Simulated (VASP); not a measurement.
Elastic constants (GPa) of a crystal from PBEsol GGA, VASP's PBE PAW potentials (set 64) (VASP):

|  | xx | yy | zz | yz | xz | xy |
|---|---|---|---|---|---|---|
| xx | 116.8 | 45.3 | 45.3 | 0.0 | 0.0 | 0.0 |
| yy | 45.3 | 116.8 | 45.3 | 0.0 | 0.0 | 0.0 |
| zz | 45.3 | 45.3 | 116.8 | 0.0 | 0.0 | 0.0 |
| yz | 0.0 | 0.0 | 0.0 | 58.6 | 0.0 | 0.0 |
| xz | 0.0 | 0.0 | 0.0 | 0.0 | 58.6 | 0.0 |
| xy | 0.0 | 0.0 | 0.0 | 0.0 | 0.0 | 58.6 |

Finite-difference elastic constants of metals are sensitive to mesh and smearing; shear constants can be off by tens of GPa.

Problem. Work out the Voigt, Reuss and Hill moduli, Young's modulus and Poisson's ratio.

Solution. All eigenvalues are positive (smallest 58.6 GPa), so the crystal is stable. K_V = (C11+C22+C33+2(C12+C13+C23))/9 = (350.4 + 2×135.9)/9 = 69.1 GPa; G_V = (350.4 − 135.9 + 3×175.8)/15 = 49.5 GPa. From the compliances, K_R = 69.1 GPa and G_R = 46.7 GPa. Hill: K = 69.1 GPa, G = 48.1 GPa, E = 9KG/(3K+G) = 117.1 GPa, ν = (3K−2G)/(2(3K+G)) = 0.218. K/G = 1.44, below Pugh's 1.75; universal anisotropy A^U = 0.30.

Problem. With a density of 5.31 g/cm³, what are the mean sound speeds?

Solution. v_l = √((K+4G/3)/ρ) = 5.01 km/s and v_t = √(G/ρ) = 3.01 km/s. The crystal is Ge (diamond), cubic.

The compound is Ge in the diamond structure. It was relaxed first.
